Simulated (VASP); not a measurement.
# 3 units of NaCl (001) on Ir(100) in VASP

How does 3 units of NaCl (001) on Ir(100) behave as a surface?

Method: PBE with D3(BJ), no spin polarisation; plane waves and PAW (Ir, Na, Cl), in VASP 6.6.1.

## 1. The starting structure

The cell holds 14 atoms: 8 Ir, 3 Na and 3 Cl. Cell: a = 3.988 Å, b = 3.988 Å, c = 31.780 Å, α = 90.0°, β = 90.0°, γ = 90.0°. Vacuum lies along c.

## 2. Relaxing the slab

All atoms relax at the fixed cell.

INCAR reads:

```
SYSTEM = Na3Ir8Cl3
PREC = Normal
ENCUT = 300
EDIFF = 1E-05
NELM = 120
ISMEAR = -1
SIGMA = 0.1
LREAL = Auto
ALGO = Fast
GGA = PE
IVDW = 12
NBANDS = 62
LORBIT = 11
LWAVE = .FALSE.
LCHARG = .FALSE.
KPAR = 4
IBRION = 2
NSW = 40
ISIF = 2
EDIFFG = -0.03
POTIM = 0.4
MAXMIX = 40
IDIPOL = 3
LDIPOL = .TRUE.
DIPOL = 0.5 0.5 0.481
```

POSCAR reads:

```
Na3Ir8Cl3
1.0
    3.9880822500      0.0000000000      0.0000000000
    0.0000000000      3.9880822500      0.0000000000
    0.0000000000      0.0000000000     31.7797545145
Ir Na Cl
8 3 3
Direct
    0.0000000000      0.5000000000      0.2831991668
    0.5000000000      0.0000000000      0.2831991668
    0.0000000000      0.0000000000      0.3418135751
    0.5000000000      0.5000000000      0.3418135751
    0.0000000000      0.5000000000      0.4004279833
    0.5000000000      0.0000000000      0.4004279833
    0.0000000000      0.0000000000      0.4590423915
    0.5000000000      0.5000000000      0.4590423915
    0.5000000000      0.5000000000      0.5393293553
    0.0000000000      0.0000000000      0.6280650943
    0.5000000000      0.5000000000      0.7168008332
    0.0000000000      0.0000000000      0.5393293553
    0.5000000000      0.5000000000      0.6280650943
    0.0000000000      0.0000000000      0.7168008332
```

KPOINTS reads:

```
Automatic mesh
0
Gamma
8 8 1
0 0 0
```

The projector-augmented-wave data sets are Ir, Na and Cl (PBE family, release 64).

Launch:

```bash
mpirun -np 4 vasp_std
```

Log:

```text
[banner, memory and clock lines left out]
running    4 mpi-ranks, on    1 nodes
 distrk:  each k-point on    1 cores,    4 groups
 distr:  one band on    1 cores,    1 groups

 POSCAR found type information on POSCAR IrNaCl
 POSCAR found :  3 types and      14 ions
 LDA part: xc-table for (Slater+PW92), standard interpolation
 POSCAR, INCAR and KPOINTS ok, starting setup
 FFT: planning ... GRIDC
 FFT: planning ... GRID_SOFT
 FFT: planning ... GRID
 WAVECAR not read
 entering main loop
       N       E                     dE             d eps       ncg     rms          rms(c)
DAV:   1     0.649742642417E+03    0.64974E+03   -0.27957E+04  1868   0.833E+02
DAV:   2    -0.470035025656E+01   -0.65444E+03   -0.60073E+03  2086   0.316E+02
DAV:   3    -0.871604120643E+02   -0.82460E+02   -0.78392E+02  2536   0.995E+01
DAV:   4    -0.902165597128E+02   -0.30561E+01   -0.30066E+01  2360   0.212E+01
DAV:   5    -0.903061656305E+02   -0.89606E-01   -0.89491E-01  2518   0.328E+00    0.323E+01
RMM:   6    -0.945723266253E+02   -0.42662E+01   -0.13026E+01  1881   0.187E+01    0.346E+01
RMM:   7    -0.126341232964E+03   -0.31769E+02   -0.28070E+01  2145   0.189E+01    0.568E+01
RMM:   8    -0.936329677355E+02    0.32708E+02   -0.94038E+00  1922   0.108E+01    0.249E+01
RMM:   9    -0.104496007883E+03   -0.10863E+02   -0.92745E+00  1991   0.139E+01    0.348E+01
RMM:  10    -0.883032871815E+02    0.16193E+02   -0.30332E+00  1885   0.803E+00    0.115E+01
RMM:  11    -0.854203094631E+02    0.28830E+01   -0.28801E+00  1968   0.610E+00    0.784E+00
RMM:  12    -0.850864165117E+02    0.33389E+00   -0.70009E-01  2097   0.294E+00    0.513E+00
RMM:  13    -0.848795546313E+02    0.20686E+00   -0.25955E-01  2095   0.149E+00    0.400E+00
RMM:  14    -0.848735008365E+02    0.60538E-02   -0.12710E-01  1924   0.145E+00    0.287E+00
RMM:  15    -0.848585701650E+02    0.14931E-01   -0.10525E-01  1989   0.122E+00    0.217E+00
RMM:  16    -0.848419184218E+02    0.16652E-01   -0.69090E-02  2080   0.913E-01    0.170E+00
RMM:  17    -0.848240107023E+02    0.17908E-01   -0.13996E-02  2035   0.471E-01    0.125E+00
RMM:  18    -0.847964767255E+02    0.27534E-01   -0.20548E-02  1997   0.405E-01    0.765E-01
RMM:  19    -0.847893256739E+02    0.71511E-02   -0.11685E-02  2146   0.297E-01    0.695E-01
RMM:  20    -0.847872334254E+02    0.20922E-02   -0.15708E-03  1982   0.165E-01    0.595E-01
RMM:  21    -0.847813143357E+02    0.59191E-02   -0.19842E-03  2006   0.124E-01    0.458E-01
RMM:  22    -0.847720292491E+02    0.92851E-02   -0.86994E-03  2394   0.176E-01    0.287E-01
RMM:  23    -0.847706157140E+02    0.14135E-02   -0.89527E-04  2299   0.706E-02    0.257E-01
RMM:  24    -0.847673689898E+02    0.32467E-02   -0.57167E-03  2575   0.139E-01    0.791E-02
RMM:  25    -0.847672115072E+02    0.15748E-03   -0.20469E-03  2351   0.823E-02    0.614E-02
RMM:  26    -0.847673538034E+02   -0.14230E-03   -0.20412E-04  1987   0.383E-02    0.507E-02
RMM:  27    -0.847673976860E+02   -0.43883E-04   -0.31099E-05  1251   0.200E-02    0.403E-02
RMM:  28    -0.847673946948E+02    0.29912E-05   -0.17856E-05  1183   0.135E-02
   1 F= -.90224432E+02 E0= -.90009657E+02  d E =-.902244E+02
 curvature:   0.00 expect dE= 0.000E+00 dE for cont linesearch  0.000E+00
 trial: gam= 0.00000 g(F)=  0.603E+00 g(S)=  0.000E+00 ort = 0.000E+00 (trialstep = 0.100E+01)
 search vector abs. value=  0.603E+00
 bond charge predicted
       N       E                     dE             d eps       ncg     rms          rms(c)
DAV:   1    -0.849847285523E+02   -0.21733E+00   -0.95101E+01  1920   0.286E+01    0.260E+00
RMM:   2    -0.865681167198E+02   -0.15834E+01   -0.24577E+00  1878   0.773E+00    0.123E+01
RMM:   3    -0.860184673809E+02    0.54965E+00   -0.89214E-01  2229   0.316E+00    0.843E+00
RMM:   4    -0.856510557859E+02    0.36741E+00   -0.10948E-01  2275   0.116E+00    0.484E+00
RMM:   5    -0.851569830963E+02    0.49407E+00   -0.77599E-01  2346   0.165E+00    0.104E+00
RMM:   6    -0.851597349679E+02   -0.27519E-02   -0.33156E-02  2110   0.615E-01    0.819E-01
RMM:   7    -0.851769056802E+02   -0.17171E-01   -0.32642E-02  1924   0.561E-01    0.689E-01
RMM:   8    -0.851744650926E+02    0.24406E-02   -0.74895E-03  2019   0.367E-01    0.404E-01
RMM:   9    -0.851770422193E+02   -0.25771E-02   -0.24617E-03  1966   0.186E-01    0.364E-01
RMM:  10    -0.851665571954E+02    0.10485E-01   -0.29808E-03  1958   0.159E-01    0.298E-01
RMM:  11    -0.851631343911E+02    0.34228E-02   -0.11922E-03  2162   0.100E-01    0.254E-01
RMM:  12    -0.851588248258E+02    0.43096E-02   -0.11653E-03  2162   0.760E-02    0.176E-01
RMM:  13    -0.851577797059E+02    0.10451E-02   -0.23142E-04  2140   0.444E-02    0.158E-01
RMM:  14    -0.851569467643E+02    0.83294E-03   -0.91652E-05  1731   0.285E-02    0.143E-01
RMM:  15    -0.851557887862E+02    0.11580E-02   -0.12458E-04  1776   0.285E-02    0.139E-01
RMM:  16    -0.851544773514E+02    0.13114E-02   -0.17064E-04  1839   0.287E-02    0.140E-01
RMM:  17    -0.851542678164E+02    0.20953E-03   -0.14784E-05  1101   0.151E-02    0.141E-01
RMM:  18    -0.851539923127E+02    0.27550E-03   -0.11691E-05  1110   0.106E-02    0.138E-01
RMM:  19    -0.851540939664E+02   -0.10165E-03   -0.44534E-06  1069   0.950E-03    0.141E-01
RMM:  20    -0.851537766049E+02    0.31736E-03   -0.66626E-06  1009   0.647E-03    0.138E-01
RMM:  21    -0.851539405106E+02   -0.16391E-03   -0.99687E-07   849   0.502E-03    0.139E-01
RMM:  22    -0.851530382907E+02    0.90222E-03   -0.41627E-05  1241   0.104E-02    0.137E-01
RMM:  23    -0.851526077490E+02    0.43054E-03   -0.16678E-05  1081   0.821E-03    0.135E-01
RMM:  24    -0.851524697296E+02    0.13802E-03   -0.60365E-06  1039   0.666E-03    0.132E-01
RMM:  25    -0.851514825452E+02    0.98718E-03   -0.68865E-05  1373   0.128E-02    0.128E-01
RMM:  26    -0.851495680077E+02    0.19145E-02   -0.26388E-04  1938   0.246E-02    0.120E-01
RMM:  27    -0.851482354691E+02    0.13325E-02   -0.13859E-04  1617   0.201E-02    0.113E-01
RMM:  28    -0.851469421194E+02    0.12933E-02   -0.14348E-04  1746   0.206E-02    0.105E-01
RMM:  29    -0.851468273757E+02    0.11474E-03   -0.81339E-06  1011   0.992E-03    0.104E-01
RMM:  30    -0.851462842751E+02    0.54310E-03   -0.35364E-05  1195   0.111E-02    0.101E-01
RMM:  31    -0.851450197480E+02    0.12645E-02   -0.17413E-04  1768   0.210E-02    0.931E-02
RMM:  32    -0.851435994268E+02    0.14203E-02   -0.25662E-04  1940   0.261E-02    0.831E-02
RMM:  33    -0.851420848324E+02    0.15146E-02   -0.36482E-04  2089   0.303E-02    0.718E-02
RMM:  34    -0.851412507045E+02    0.83413E-03   -0.16807E-04  1722   0.219E-02    0.654E-02
RMM:  35    -0.851394069654E+02    0.18437E-02   -0.10210E-03  2509   0.487E-02    0.464E-02
RMM:  36    -0.851388033409E+02    0.60362E-03   -0.21703E-04  1823   0.242E-02    0.379E-02
RMM:  37    -0.851385214048E+02    0.28194E-03   -0.73034E-05  1448   0.164E-02    0.336E-02
RMM:  38    -0.851380929157E+02    0.42849E-03   -0.23805E-04  1914   0.246E-02    0.252E-02
RMM:  39    -0.851375918886E+02    0.50103E-03   -0.11461E-03  2519   0.505E-02    0.708E-03
RMM:  40    -0.851375953681E+02   -0.34795E-05   -0.83952E-06  1088   0.111E-02
   2 F= -.90601912E+02 E0= -.90394834E+02  d E =-.377480E+00
[... from here on, the cycles between the ionic steps are left out ...]
   3 F= -.90622071E+02 E0= -.90417948E+02  d E =-.397639E+00
   4 F= -.90639450E+02 E0= -.90435565E+02  d E =-.173793E-01
   5 F= -.90643192E+02 E0= -.90439447E+02  d E =-.211219E-01
   6 F= -.90648703E+02 E0= -.90443947E+02  d E =-.551086E-02
   7 F= -.90651025E+02 E0= -.90445159E+02  d E =-.783227E-02
   8 F= -.90653726E+02 E0= -.90447538E+02  d E =-.270138E-02
   9 F= -.90654682E+02 E0= -.90448226E+02  d E =-.365725E-02
  10 F= -.90656179E+02 E0= -.90449462E+02  d E =-.149707E-02
  11 F= -.90656397E+02 E0= -.90449530E+02  d E =-.171540E-02
  12 F= -.90656847E+02 E0= -.90450155E+02  d E =-.449440E-03
  13 F= -.90656850E+02 E0= -.90450201E+02  d E =-.452565E-03
  14 F= -.90656873E+02 E0= -.90450209E+02  d E =-.475164E-03
 curvature:  -0.50 expect dE=-0.762E-04 dE for cont linesearch -0.183E-05
 ZBRENT: bisectioning
 opt :   2.1140  next Energy=   -90.656877 (dE=-0.479E-03)
 bond charge predicted
       N       E                     dE             d eps       ncg     rms          rms(c)
DAV:   1    -0.851895899975E+02   -0.66921E-04   -0.22917E-04  2000   0.478E-02    0.130E-01
RMM:   2    -0.851895954818E+02   -0.54843E-05   -0.35457E-06   987   0.112E-02
  15 F= -.90656889E+02 E0= -.90450230E+02  d E =-.491228E-03
 curvature:  -1.10 expect dE=-0.172E-03 dE for cont linesearch -0.464E-06
 trial: gam= 0.37189 g(F)=  0.157E-03 g(S)=  0.000E+00 ort =-0.185E-04 (trialstep = 0.197E+01)
 search vector abs. value=  0.255E-03
 reached required accuracy - stopping structural energy minimisation
```

Run time: 2.8 min. Hardware: 4 MPI ranks of Intel Xeon 6975P-C (Granite Rapids), shared host; peak memory 1.2 GiB; 11 min of CPU time.

The logs omit lines about the potential files and the build; timing stands in the text.

From OUTCAR (step 2):

```text
ion  position               nearest neighbor table
   1  0.000  0.500  0.283-   3 2.73   4 2.73   3 2.73   4 2.73   2 2.82   2 2.82   2 2.82   2 2.82

  LATTYP: Found a simple tetragonal cell.
 ALAT       =     3.9880822500
 C/A-ratio  =     7.9686808151

 Subroutine GETGRP returns: Found  8 space group operations
 (whereof  8 operations were pure point group operations)

The static configuration has the point symmetry C_4v.

 Found     15 irreducible k-points:

   k-points           NKPTS =     15   k-points in BZ     NKDIM =     15   number of bands    NBANDS=     62

   dimension x,y,z NGX =    18 NGY =   18 NGZ =  140
   dimension x,y,z NGXF=    36 NGYF=   36 NGZF=  280

   ENCUT  =  300.0 eV  22.05 Ry    4.70 a.u.   5.63  5.63 44.88*2*pi/ulx,y,z

   NELECT =      96.0000    total number of electrons

 k-points in reciprocal lattice and weights: Automatic mesh
   0.00000000  0.00000000  0.00000000       0.016
   0.12500000  0.00000000  0.00000000       0.062
   0.25000000  0.00000000  0.00000000       0.062
   0.37500000  0.00000000  0.00000000       0.062
   0.50000000  0.00000000  0.00000000       0.031
   0.12500000  0.12500000  0.00000000       0.062
   0.25000000  0.12500000  0.00000000       0.125
   0.37500000  0.12500000  0.00000000       0.125
   0.50000000  0.12500000  0.00000000       0.062
[...]
0.50000000  0.37500000  0.00000000       0.062
   0.50000000  0.50000000  0.00000000       0.016

 Edisp (eV)   -5.46734

 dipolmoment           0.000000      0.000000     -0.213133 electrons x Angstroem

 average (electrostatic) potential at core
       1 -57.5037       2 -57.5037       3 -58.2930       4 -58.2370       5 -58.2746
       6 -58.2746       7 -57.6566       8 -57.4950       9 -42.7654      10 -43.3879
      11 -43.5370      12 -95.7706      13 -95.7433      14 -95.4694

 E-fermi :   0.7833

 k-point     1 :       0.0000    0.0000    0.0000
  band No.  band energies     occupation
    ...
     39      -0.0334      1.99943
     40       0.1858      1.99493
     41       0.2286      1.99223
     42       0.4490      1.93171
     43       0.4490      1.93171
     44       0.9412      0.34185
     45       0.9412      0.34185
     46       0.9734      0.25988
     47       1.2171      0.02578
     48       1.3395      0.00765
    ...

 k-point     2 :       0.1250    0.0000    0.0000
  band No.  band energies     occupation
    ...
     42       0.4459      1.93375
     43       0.5308      1.85166
     44       0.6550      1.56572
     45       0.6976      1.40389
     46       0.8253      0.79306
     47       1.0518      0.12769
     48       1.0676      0.11008
     49       1.1611      0.04469
     50       1.3867      0.00478
     51       1.4515      0.00250
    ...

 k-point     3 :       0.2500    0.0000    0.0000
  band No.  band energies     occupation
    ...
     46       0.4198      1.94859
     47       0.4449      1.93436
     48       0.7740      1.04644
     49       0.7795      1.01892
     50       0.8585      0.64043
     51       0.9940      0.21673
     52       1.3748      0.00538
     53       1.4694      0.00209
     54       1.7734      0.00010
     55       1.8008      0.00008
    ...

 Edisp (eV)   -5.46729

  Total     -19.97325   -19.97325    -0.87276     0.00000     0.00000    -0.00000
  in kB     -63.31122   -63.31122    -2.76646     0.00000     0.00000    -0.00000
  external pressure =      -43.13 kB  Pullay stress =        0.00 kB

  energy-cutoff  :      300.00
  volume of cell :      505.45
      direct lattice vectors                 reciprocal lattice vectors
     3.988082250  0.000000000  0.000000000     0.250747085  0.000000000  0.000000000
     0.000000000  3.988082250  0.000000000     0.000000000  0.250747085  0.000000000
     0.000000000  0.000000000 31.779754514     0.000000000  0.000000000  0.031466574

 POSITION                                       TOTAL-FORCE (eV/Angst)
 -----------------------------------------------------------------------------------
      0.00000      1.99404      9.05086        -0.000000      0.000000      0.015547
      1.99404      0.00000      9.05086        -0.000000     -0.000000      0.015547
      0.00000      0.00000     10.80429        -0.000000      0.000000      0.003575
      1.99404      1.99404     10.80400        -0.000000     -0.000000     -0.029437
      0.00000      1.99404     12.73921        -0.000000      0.000000     -0.007006
      1.99404      0.00000     12.73921        -0.000000      0.000000     -0.007006
      0.00000      0.00000     14.58459         0.000000     -0.000000     -0.022172
      1.99404      1.99404     14.42991        -0.000000      0.000000      0.024142
      1.99404      1.99404     17.25753        -0.000000      0.000000     -0.015347
      0.00000      0.00000     19.98747        -0.000000      0.000000      0.023414
      1.99404      1.99404     22.69173        -0.000000      0.000000      0.003248
      0.00000      0.00000     17.19247         0.000000      0.000000      0.016001
      1.99404      1.99404     19.97826        -0.000000     -0.000000      0.001278
      0.00000      0.00000     22.80114        -0.000000      0.000000     -0.021784
 -----------------------------------------------------------------------------------
    total drift:                                0.000000      0.000000     -0.010153

  FREE ENERGIE OF THE ION-ELECTRON SYSTEM (eV)
  ---------------------------------------------------
  free  energy   TOTEN  =       -90.6568885770 eV

  energy  without entropy=      -90.2435722411  energy(sigma->0) =      -90.45023041

 reached required accuracy - stopping structural energy minimisation

 vacuum level on the upper side and lower side of the slab         3.684         6.122

 total charge
# of ion       s       p       d       tot
------------------------------------------
    1        0.639   0.476   6.920   8.035
    2        0.639   0.476   6.920   8.035
    3        0.652   0.690   6.894   8.236
    4        0.653   0.686   6.904   8.244
    5        0.652   0.688   6.897   8.237
    6        0.652   0.688   6.897   8.237
    7        0.593   0.505   6.907   8.005
    8        0.677   0.526   6.982   8.185
    9        0.054   0.042   0.000   0.096
   10        0.044   0.034   0.000   0.078
   11        0.041   0.032   0.000   0.073
   12        1.592   3.543   0.000   5.135
   13        1.587   3.596   0.000   5.183
   14        1.586   3.576   0.000   5.162
--------------------------------------------------
tot         10.059  15.557  55.323  80.940

[... 3 further parts left out ...]
```

This run has no spin polarisation, so a moment on Ir, if there is one, isn't seen. LASPH is off, so gradient terms of the non-spherical density inside the spheres are left out; for open d or f shells this can shift gaps and moments. The data set Na keeps the semicore shell frozen, which is cheaper and a little less accurate. The run keeps the 8 symmetry operations of its start, so it cannot find a distortion of lower symmetry.

Step by step:

| step | energy less that of the first step (eV) | largest force (eV/Å) |
| --- | --- | --- |
| 1 | 0.0000 | 2.9737 |
| 2 | -0.3775 | 0.6846 |
| 3 | -0.3976 | 0.3998 |
| 4 | -0.4150 | 0.1785 |
| 5 | -0.4188 | 0.1972 |
| 6 | -0.4243 | 0.1343 |
| 7 | -0.4266 | 0.1609 |
| 8 | -0.4293 | 0.0746 |
| 9 | -0.4303 | 0.1155 |
| 10 | -0.4317 | 0.0422 |
| 11 | -0.4320 | 0.0691 |
| 12 | -0.4324 | 0.0311 |
| 13 | -0.4324 | 0.0305 |
| 14 | -0.4324 | 0.0331 |
| 15 | -0.4325 | 0.0294 |

The atoms that moved most (Å):

| atom | dx | dy | dz | length |
| --- | --- | --- | --- | --- |
| Ir8 | 0.000 | 0.000 | -0.158 | 0.158 |
| Na9 | 0.000 | 0.000 | 0.118 | 0.118 |
| Na11 | 0.000 | 0.000 | -0.088 | 0.088 |
| Ir4 | 0.000 | 0.000 | -0.059 | 0.059 |
| Ir3 | 0.000 | 0.000 | -0.058 | 0.058 |
| Cl12 | 0.000 | 0.000 | 0.053 | 0.053 |
| Ir1 | 0.000 | 0.000 | 0.051 | 0.051 |
| Ir2 | 0.000 | 0.000 | 0.051 | 0.051 |

The relaxed structure:

```cif
data_structure
_symmetry_space_group_name_H-M 'P 1'
_symmetry_Int_Tables_number 1
_cell_length_a 3.9881
_cell_length_b 3.9881
_cell_length_c 31.7798
_cell_angle_alpha 90.000
_cell_angle_beta 90.000
_cell_angle_gamma 90.000
_cell_volume 505.45
loop_
_atom_site_label
_atom_site_type_symbol
_atom_site_fract_x
_atom_site_fract_y
_atom_site_fract_z
_atom_site_occupancy
Ir1 Ir 0.00000 0.50000 0.28480 1
Ir2 Ir 0.50000 0.00000 0.28480 1
Ir3 Ir 0.00000 0.00000 0.33997 1
Ir4 Ir 0.50000 0.50000 0.33997 1
Ir5 Ir 0.00000 0.50000 0.40086 1
Ir6 Ir 0.50000 0.00000 0.40086 1
Ir7 Ir 0.00000 0.00000 0.45893 1
Ir8 Ir 0.50000 0.50000 0.45406 1
Na9 Na 0.50000 0.50000 0.54304 1
Na10 Na 0.00000 0.00000 0.62894 1
Na11 Na 0.50000 0.50000 0.71403 1
Cl12 Cl 0.00000 0.00000 0.54099 1
Cl13 Cl 0.50000 0.50000 0.62865 1
Cl14 Cl 0.00000 0.00000 0.71747 1
```

Numbers from this step:

```yaml
electronic_cycles: 163
electrons: 96
free_energy_toten: -90.6569 eV
energy_at_zero_smearing: -90.4502 eV
fermi_energy: 0.7833 eV
labelled_metallic_from_the_levels_on_this_mesh: yes
dipole_moment: 0, 0, -0.2131 e·Å
```

The run ended after 15 ionic steps, 0.432 eV below its first step, once the forces on the free atoms met EDIFFG = -0.03.

Only the dipole across the slab is computed (IDIPOL = 3); zeros along the plane are no results.

VASP counts the dipole in electrons times Å, so a positive number points the physical dipole along −c.

[end of part 1 of 3]

[Lines on the potential files, build, host, timing and source positions are cut from VASP's logs without a mark.]

[Logs are printed without paths, hosts, clocks, repeated set-up lines and the standing remarks that a program may print on its own settings, such as how far it seeks lower states.]

[Hosts, paths, dates, database ids (printed as entryN), source tags and the programs' standing remarks are cut or masked in the printed files.]

[In band tables of VASP the shares of atoms and orbitals are scaled to a sum of 1 inside the atoms' spheres.]

[Runs that stopped without an error message from VASP are left out.]
